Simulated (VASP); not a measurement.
Crystal: MnSiSe3.

```
CELL_PARAMETERS angstrom
4.83412 0.00000 0.00000
0.00000 4.83412 0.00000
0.00000 0.00000 4.83412
ATOMIC_POSITIONS crystal
Mn 0.00000 0.00000 0.00000
Si 0.50000 0.50000 0.50000
Se 0.00000 0.50000 0.50000
Se 0.50000 0.00000 0.50000
Se 0.50000 0.50000 0.00000
```

The cell was built by a generator and needn't be a form met in nature.

```yaml
Program: VASP 6.6.1
Task: relaxation of cell and atoms
Functional: PBEsol
Dispersion: rVV10
Potentials_or_basis: VASP PAW PBE potentials, release 64 (Mn_pv, Si, Se)
Cutoff: 600 eV
k_mesh: 5 × 5 × 5
Occupations: fermi-dirac, width 0.05 eV
Spin: collinear spin, ferromagnetic start
Starting_moments: "[4.0, 0.0, 0.0, 0.0, 0.0] μB"
```

At the start: pressure -2.8 GPa; volume 22.59 Å³/atom.

Where does the relaxation end?

Over 3 steps the energy falls by 9.5 meV/atom and the volume is 21.56 Å³/atom (-4.6 %); space group Pm-3m (No. 221, to 0.05 Å); moment 5.25 μB per cell.

Step by step:
```
step  energy change (eV)  largest force (eV/Å)  pressure (GPa)  volume (Å³)
   1              0.0000                0.0000           -2.83       112.97
   2             -0.0446                0.0000            0.79       106.56
   3             -0.0475                0.0000            0.01       107.79
```

Final structure:
```
Mn Si Se
1.0
     4.75911    0.00000    0.00000
     0.00000    4.75911    0.00000
     0.00000    0.00000    4.75911
Mn Si Se
1 1 3
Cartesian
  0.0000 0.0000 0.0000
  2.3796 2.3796 2.3796
  0.0000 2.3796 2.3796
  2.3796 0.0000 2.3796
  2.3796 2.3796 0.0000
```

Caveat: the PAW data sets were made with another functional, which shifts forces and pressure a little; a cell with one magnetic atom can't hold antiferromagnetic order, which such compounds often take.
